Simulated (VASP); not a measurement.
OSZICAR of a VASP run on Ho (hcp):

**OSZICAR**
```
       N       E                     dE             d eps       ncg     rms          rms(c)
DAV:   1     0.914477223889E+02    0.91448E+02   -0.83005E+03  3055   0.129E+03
DAV:   2    -0.373309910023E+01   -0.95181E+02   -0.93660E+02  3910   0.564E+02
DAV:   3    -0.877436535968E+01   -0.50413E+01   -0.48232E+01  4464   0.984E+01
DAV:   4    -0.898608063902E+01   -0.21172E+00   -0.20486E+00  4694   0.130E+01
DAV:   5    -0.899293226246E+01   -0.68516E-02   -0.68029E-02  4518   0.229E+00    0.250E+01
DAV:   6    -0.899812068897E+01   -0.51884E-02   -0.24336E-02  4597   0.208E+00    0.149E+01
DAV:   7    -0.900867079271E+01   -0.10550E-01   -0.43220E-02  4357   0.292E+00    0.313E-01
DAV:   8    -0.900841107537E+01    0.25972E-03   -0.26015E-03  4019   0.572E-01    0.660E-02
DAV:   9    -0.900842341898E+01   -0.12344E-04   -0.19600E-04  4590   0.170E-01    0.315E-02
DAV:  10    -0.900841839384E+01    0.50251E-05   -0.25244E-05  4586   0.525E-02    0.410E-02
DAV:  11    -0.900841873558E+01   -0.34174E-06   -0.21777E-06  4367   0.149E-02    0.388E-03
DAV:  12    -0.900841896132E+01   -0.22575E-06   -0.18334E-07  2622   0.556E-03    0.189E-03
DAV:  13    -0.900841895217E+01    0.91559E-08   -0.44374E-08  2240   0.579E-03
   1 F= -.96401088E+01 E0= -.96401088E+01  d E =0.000000E+00
```

**Question.** Which electronic solver shows in the log?

**Answer.** It is blocked Davidson (ALGO = Normal, or the opening steps of other solvers). The INCAR had ALGO = Normal.

**Question.** Can the final energy be trusted as converged?

**Answer.** The calculation finished and met its thresholds. It stopped with EDIFF = 1E-7, NELM = 100 (PBE GGA with D3 dispersion (zero damping), plane waves, VASP's PBE PAW potentials (set 64)). The 4f electrons are frozen in the core of the lanthanide potential, so 4f levels, which can set the real gap, and their magnetism are missing.

The compound is Ho in the hcp structure. It was relaxed first.
